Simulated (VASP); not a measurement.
Output of a VASP run:

OUTCAR:
```
 ion  position               nearest neighbor table
   1  0.000  0.000  0.000-
  LATTYP: Found a body centered cubic cell.
 ALAT       =     3.3549797932
 Subroutine PRICEL returns:
 Original cell was already a primitive cell.
 Subroutine GETGRP returns: Found 48 space group operations
The static configuration has the point symmetry O_h .
The dynamic configuration has the point symmetry O_h .
 Subroutine INISYM returns: Found 48 space group operations
 Subroutine IBZKPT returns following result:
 Found    104 irreducible k-points:

 Following reciprocal coordinates:
            Coordinates               Weight
  0.000000  0.000000  0.000000      1.000000
  0.071429  0.000000  0.000000     12.000000
  0.142857  0.000000  0.000000     12.000000
  0.214286  0.000000  0.000000     12.000000
  0.285714  0.000000  0.000000     12.000000
  0.357143  0.000000  0.000000     12.000000
  0.428571  0.000000  0.000000     12.000000
  0.500000  0.000000  0.000000      6.000000
  0.071429  0.071429  0.000000     24.000000
  0.142857  0.071429  0.000000     48.000000
  0.214286  0.071429  0.000000     48.000000
  0.285714  0.071429  0.000000     48.000000
  0.357143  0.071429  0.000000     48.000000
  0.428571  0.071429  0.000000     48.000000
  0.142857  0.142857  0.000000     24.000000
  0.214286  0.142857  0.000000     48.000000
  0.285714  0.142857  0.000000     48.000000
  0.357143  0.142857  0.000000     48.000000
  0.428571  0.142857 -0.000000     24.000000
  0.214286  0.214286  0.000000     24.000000
  0.285714  0.214286  0.000000     48.000000
  0.357143  0.214286  0.000000     48.000000
  0.285714  0.285714  0.000000     24.000000
  0.357143  0.285714  0.000000     24.000000
  0.071429  0.071429  0.071429      8.000000
  0.142857  0.071429  0.071429     24.000000
  0.214286  0.071429  0.071429     24.000000
  0.285714  0.071429  0.071429     24.000000
  0.357143  0.071429  0.071429     24.000000
  0.428571  0.071429  0.071429     12.000000
 -0.071429  0.071429  0.071429      6.000000
  0.142857  0.142857  0.071429     24.000000
  0.214286  0.142857  0.071429     48.000000
  0.285714  0.142857  0.071429     48.000000
  0.357143  0.142857  0.071429     48.000000
 -0.142857  0.142857  0.071429     24.000000
  0.214286  0.214286  0.071429     24.000000
  0.285714  0.214286  0.071429     48.000000
  0.357143  0.214286  0.071429     24.000000
 -0.214286  0.214286  0.071429     24.000000
   k-points           NKPTS =    104   k-points in BZ     NKDIM =    104   number of bands    NBANDS=     10
   number of dos      NEDOS =    301   number of ions     NIONS =      1
   total plane-waves  NPLWV =  13824
   dimension x,y,z NGX =    24 NGY =   24 NGZ =   24
   dimension x,y,z NGXF=    48 NGYF=   48 NGZF=   48
   ions per type =               1
   PREC   = accura    normal or accurate (medium, high low for compatibility)
   ISTART =      0    job   : 0-new  1-cont  2-samecut
   ICHARG =      2    charge: 1-file 2-atom 10-const
   ISPIN  =      1    spin polarized calculation?
   LNONCOLLINEAR =      F non collinear calculations
   LSORBIT =      F    spin-orbit coupling
   INIWAV =      1    electr: 0-lowe 1-rand  2-diag
   ENCUT  =  480.0 eV  35.28 Ry    5.94 a.u.   5.19  5.19  5.19*2*pi/ulx,y,z
   NELM   =    100;   NELMIN=  2; NELMDL= -5     # of ELM steps
   EDIFF  = 0.1E-06   stopping-criterion for ELM
   LREAL  =      F    real-space projection
   NLSPLINE    = F    spline interpolate recip. space projectors
   LMAXMIX     =    4 max onsite mixed and CHGCAR
   VOSKOWN=      0    Vosko Wilk Nusair interpolation
   EDIFFG = 0.1E-05   stopping-criterion for IOM
   NSW    =      0    number of steps for IOM
   NBLOCK =      1;   KBLOCK =      1    inner block; outer block
   IBRION =     -1    ionic relax: 0-MD 1-quasi-New 2-CG
   NFREE  =      0    steps in history (QN), initial steepest desc. (CG)
...
```

OSZICAR:
```
       N       E                     dE             d eps       ncg     rms          rms(c)
DAV:   1     0.107773709215E+03    0.10777E+03   -0.71211E+03  2104   0.121E+03
DAV:   2    -0.583120729710E+01   -0.11360E+03   -0.11065E+03  2308   0.424E+02
DAV:   3    -0.104574338486E+02   -0.46262E+01   -0.44174E+01  3122   0.714E+01
DAV:   4    -0.106597185143E+02   -0.20228E+00   -0.20148E+00  2846   0.141E+01
DAV:   5    -0.106704670111E+02   -0.10748E-01   -0.10741E-01  3216   0.250E+00    0.673E+00
DAV:   6    -0.102417766163E+02    0.42869E+00   -0.85046E-01  3218   0.120E+01    0.231E+00
DAV:   7    -0.101919452063E+02    0.49831E-01   -0.24799E-01  3246   0.636E+00    0.963E-01
DAV:   8    -0.101965396226E+02   -0.45944E-02   -0.12041E-02  2396   0.165E+00    0.730E-02
DAV:   9    -0.101965571103E+02   -0.17488E-04   -0.11669E-03  3608   0.409E-01    0.334E-02
DAV:  10    -0.101965717998E+02   -0.14689E-04   -0.29780E-05  2506   0.850E-02    0.128E-02
DAV:  11    -0.101965661382E+02    0.56615E-05   -0.51127E-06  2772   0.394E-02    0.296E-03
DAV:  12    -0.101965662032E+02   -0.65000E-07   -0.88689E-08  1594   0.433E-03
   1 F= -.10196566E+02 E0= -.10196323E+02  d E =-.728259E-03
```

OUTCAR:
```
------------------------ aborting loop because EDIFF is reached ----------------------------------------
  FORCE on cell =-STRESS in cart. coord.  units (eV):
  Direction    XX          YY          ZZ          XY          YZ          ZX
  --------------------------------------------------------------------------------------
  Total       -0.7555344     -0.7555344     -0.7555344     -0.0000000     -0.0000000     -0.0000000
  in kB      -64.1099024    -64.1099024    -64.1099024     -0.0000000     -0.0000000     -0.0000000
  external PRESSURE =     -64.1099024 kB  Pullay stress =       0.0000000 kB
  volume of cell :       18.88
      direct lattice vectors                 reciprocal lattice vectors
    -1.677489897  1.677489897  1.677489897     0.000000000  0.298064388  0.298064388
     1.677489897 -1.677489897  1.677489897     0.298064388  0.000000000  0.298064388
     1.677489897  1.677489897 -1.677489897     0.298064388  0.298064388  0.000000000
 POSITION                                       TOTAL-FORCE (eV/Angst)
 -----------------------------------------------------------------------------------
      0.00000      0.00000      0.00000         0.000000      0.000000      0.000000
 -----------------------------------------------------------------------------------
    total drift:                                0.000000      0.000000     -0.000000
  FREE ENERGIE OF THE ION-ELECTRON SYSTEM (eV)
  ---------------------------------------------------
  free  energy   TOTEN  =       -10.1965662032 eV

  energy  without entropy=      -10.1958379440  energy(sigma->0) =      -10.19632345
```
(Selected blocks of OUTCAR.)

**POSCAR**
```
Nb
1
   -1.6774898966     1.6774898966     1.6774898966
    1.6774898966    -1.6774898966     1.6774898966
    1.6774898966     1.6774898966    -1.6774898966
Nb
1
Direct
  0.0000000000   0.0000000000   0.0000000000
```

Q: Write an INCAR and KPOINTS that could have produced this output.

A: This is not unique; one that fits is the input of the run itself, PBE GGA, plane waves, VASP's PBE PAW potentials (set 64).

KPOINTS:
```
Automatic mesh
0
Gamma
14 14 14
0 0 0
```

**INCAR**
```
LMAXMIX = 4
ALGO = Normal   # blocked Davidson
ENCUT = 480   # plane-wave cut-off (eV)
LASPH = .TRUE.   # aspherical one-centre terms
ISIF = 2   # forces and stress, cell fixed
GGA = PE   # PBE
LWAVE = .FALSE.
EDIFF = 1E-7
NELM = 100   # most electronic steps
SIGMA = 0.1   # width (eV)
ISMEAR = 1
LREAL = .FALSE.   # projection in real space or not
PREC = Accurate
LCHARG = .FALSE.
SYSTEM = Nb
```

POTCAR, in this order: Nb_sv (PBE.64 set). Program: vasp_std.

The compound is Nb in the bcc structure. This cell was strained or had an atom moved on purpose.
